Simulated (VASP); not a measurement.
Consider the following.

```
CELL_PARAMETERS angstrom
      0.00000     3.03618     3.03618
      3.03618     0.00000     3.03618
      3.03618     3.03618     0.00000
ATOMIC_POSITIONS crystal
  Pb 0.00000 0.00000 0.00000
  F  0.25000 0.25000 0.25000
  F  0.75000 0.75000 0.75000
```

These are vdW-DF2, VASP's PBE PAW potentials (set 64) (plane waves; VASP) values and carry that method's errors. Run with 520 eV cut-off, Gaussian smearing of 0.050 eV, potentials Pb_d F.

Unless said otherwise, spin-orbit coupling is left out, though it shifts the bands of the heavy elements here.

### Question
What does the run give for the band gap (along the path) with the smallest direct gap where there is one?

### Answer

| Quantity | Result |
|---|---|
| band gap (along the path) | 4.43 eV |
| smallest direct gap (along the path) | 4.58 eV |

Only differences to runs with the same potentials and settings are physical.

The compound is PbF2 in the fluorite structure, the β form. It was relaxed first, which changed the volume by +7 %.
